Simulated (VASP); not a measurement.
Data:

```yaml
crystal:
  lattice:
    - [5.13333, -1.80392, 0.01020]
    - [5.13333, 1.80392, 0.01020]
    - [-4.14513, 0.00000, 7.24206]
  atoms:
    - { symbol: Hf, position: [0.15064, 0.15064, 0.18953] }
    - { symbol: Sb, position: [0.85940, 0.85940, 0.47626] }
    - { symbol: Sb, position: [0.15631, 0.15631, 0.54642] }
    - { symbol: Sb, position: [0.39608, 0.39608, 0.09839] }
    - { symbol: Sb, position: [0.59059, 0.59059, 0.88016] }
    - { symbol: Mo, position: [0.84802, 0.84802, 0.80924] }
```

Computed with PBEsol GGA, VASP's PBE PAW potentials (set 64) (plane waves; VASP). Settings: 400 eV cut-off, 10×10×5 Γ-centred mesh, tetrahedra with Blöchl corrections, potentials Hf_pv Sb Mo_sv.

The cores are frozen, which limits the accuracy of field gradients.

Give the principal components of the electric field gradient (V/Å²) and the asymmetry η at each nucleus.

```tsv
atom	Vxx	Vyy	Vzz	η
Hf1	49.6	22.1	-71.8	0.38
Sb2	-149.1	-44.9	194.0	0.54
Sb3	144.1	91.9	-236.0	0.22
Sb4	81.1	63.2	-144.4	0.12
Sb5	86.1	59.7	-145.9	0.18
Mo6	57.4	27.5	-84.9	0.35
```

The structure comes from a computed database's HfSb4Mo entry (Cm); how it stands against other phases isn't given here. It was relaxed first.
